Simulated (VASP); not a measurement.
Output of a VASP run:

### OSZICAR
```
       N       E                     dE             d eps       ncg     rms          rms(c)
DAV:   1     0.101216948235E+03    0.10122E+03   -0.70946E+03  3618   0.144E+03
DAV:   2     0.486728203696E+00   -0.10073E+03   -0.98738E+02  3709   0.326E+02
DAV:   3    -0.389637484981E+01   -0.43831E+01   -0.43481E+01  4268   0.794E+01
DAV:   4    -0.399498139988E+01   -0.98607E-01   -0.98448E-01  4323   0.127E+01
DAV:   5    -0.399919525832E+01   -0.42139E-02   -0.42136E-02  4496   0.239E+00    0.624E-01
DAV:   6    -0.398462723885E+01    0.14568E-01   -0.21696E-02  4312   0.291E+00    0.290E-01
DAV:   7    -0.398091365924E+01    0.37136E-02   -0.87279E-03  4294   0.173E+00    0.889E-02
DAV:   8    -0.398065624635E+01    0.25741E-03   -0.38139E-04  5270   0.399E-01    0.979E-03
DAV:   9    -0.398065301567E+01    0.32307E-05   -0.81151E-06  4397   0.596E-02    0.445E-03
DAV:  10    -0.398065250062E+01    0.51505E-06   -0.46846E-07  3949   0.782E-03    0.130E-04
DAV:  11    -0.398065247465E+01    0.25970E-07   -0.11136E-08  2279   0.129E-03
   1 F= -.39806525E+01 E0= -.39806410E+01  d E =-.344947E-04
```

File OUTCAR:
```
------------------------ aborting loop because EDIFF is reached ----------------------------------------
  FORCE on cell =-STRESS in cart. coord.  units (eV):
  Direction    XX          YY          ZZ          XY          YZ          ZX
  --------------------------------------------------------------------------------------
  Total        0.4445818      0.1336988      0.4445818     -0.0000000     -0.0000000      0.0000000
  in kB       24.5361655      7.3787444     24.5361655     -0.0000000     -0.0000000      0.0000000
  external PRESSURE =      18.8170252 kB  Pullay stress =       0.0000000 kB
  volume of cell :       29.03
      direct lattice vectors                 reciprocal lattice vectors
     0.000000000  2.390321597  2.464249069    -0.202901568  0.209176874  0.202901568
     2.464249069  0.000000000  2.464249069     0.202901568 -0.209176874  0.202901568
     2.464249069  2.390321597  0.000000000     0.202901568  0.209176874 -0.202901568
 POSITION                                       TOTAL-FORCE (eV/Angst)
 -----------------------------------------------------------------------------------
      0.00000      0.00000      0.00000         0.000000      0.000000      0.000000
 -----------------------------------------------------------------------------------
    total drift:                               -0.000000     -0.000000     -0.000000
  FREE ENERGIE OF THE ION-ELECTRON SYSTEM (eV)
  ---------------------------------------------------
  free  energy   TOTEN  =        -3.9806524747 eV

  energy  without entropy=       -3.9806179799  energy(sigma->0) =       -3.98064098
```
(Selected blocks of OUTCAR.)

File POSCAR:
```
Pb
1
    0.0000000000     2.3903215967     2.4642490688
    2.4642490688     0.0000000000     2.4642490688
    2.4642490688     2.3903215967     0.0000000000
Pb
1
Direct
  0.0000000000   0.0000000000   0.0000000000
```

### Question
Write an INCAR and KPOINTS that could have produced this output.

### Answer
Several could match; the one computed here: the input of the run itself, PBEsol GGA, plane waves, VASP's PBE PAW potentials (set 64).

### KPOINTS
```
Automatic
0
Gamma
  12 12 12
```

INCAR:
```
ENCUT  =  480   # plane-wave cut-off (eV)
NELM  =  100
ALGO  =  Normal   # blocked Davidson
SIGMA  =  0.1
LMAXMIX  =  4   # l cut-off of mixed one-centre charges
LCHARG  =  .FALSE.
LWAVE  =  .FALSE.
ISMEAR  =  1
ISIF  =  2   # forces and stress, cell fixed
EDIFF  =  1E-7   # SCF stop (eV)
LREAL  =  .FALSE.
SYSTEM  =  Pb
PREC  =  Accurate
LASPH  =  .TRUE.
GGA  =  PS
```

POTCAR, in this order: Pb_d (PBE.64 set). Program: vasp_std.

The compound is Pb in the fcc structure. This cell was strained or had an atom moved on purpose.
